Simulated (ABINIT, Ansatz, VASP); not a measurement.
**One structure in several programs: MgF2 (P4_2/mnm, 6 atoms in the cell)**

Self-consistent single point.

```xyz
6
Lattice="4.7327 0.0000 0.0000 0.0000 4.7327 0.0000 0.0000 0.0000 3.1244" Properties=species:S:1:pos:R:3 pbc="T T T"
Mg     0.0000     0.0000     0.0000
Mg     2.3664     2.3664     1.5622
F      1.4340     1.4340     0.0000
F      3.8004     0.9323     1.5622
F      0.9323     3.8004     1.5622
F      3.2987     3.2987     0.0000
```

All programs got the same cell, k-point mesh and kind of occupations (in Ansatz's words: kpoints.mp_grid.grid = 4 4 6; scf.occupations.method = fermi_dirac; scf.occupations.width = 0.02 eV); potentials, basis and cutoffs are each program's usual ones.

| code | model | pressure (GPa) | largest force (eV/Å) | gap on the mesh (eV) | cutoff |
|---|---|---|---|---|---|
| VASP | PBE, VASP's PBE PAW potentials (set 64) | -13.13 | 0.061 | 6.641 | 400 eV |
| ABINIT | PBE, norm-conserving pseudopotentials (PseudoDojo nc-sr-05 PBE standard) | -2.44 | 0.076 | 6.673 | 42 Ha |
| Ansatz | PBE, default PAW files | -2.91 | 0.072 | 6.661 | default |

Gaps are read on the mesh.

The spread over the programs that give each value: pressure within 10.69 GPa; largest force within 0.015 eV/Å; gap on the mesh within 0.032 eV.

The starting cell has typed, rounded lattice constants, without a prior relaxation at this level. Its lattice was rescaled by a random factor within 2.5 % of one.

Task: Why do the programs differ, and what cannot be compared?

Result: Differences of this kind can come from the potentials, where these differ, and from what each basis and cutoff leave unconverged. The valence holds different numbers of electrons (VASP 32, ABINIT 48, Ansatz (a program for electronic structure) 48). The zero of total energies and Fermi levels follows the potentials and each program's conventions, so they are not compared here. Ansatz's pressure is given at a fixed set of plane waves, as the other plane-wave codes print theirs; with its correction for the finite basis it is -2.28 GPa (the shift of 0.63 GPa shows how far the cutoff is from converged). In the pressure, VASP (by 10.22) lies more than 1 GPa from the median of the plane-wave programs.

VASP's run is marked for a possible Pulay error in its stress at this cutoff; no cutoff test was made.

Left out of this page: Quantum ESPRESSO, GPAW, CP2K, FLEUR and SIESTA (not drawn, or without a comparable value); Elk (unsound by tests on forces, stress, charge or solver warnings).

Keys are those of Ansatz 0.2.
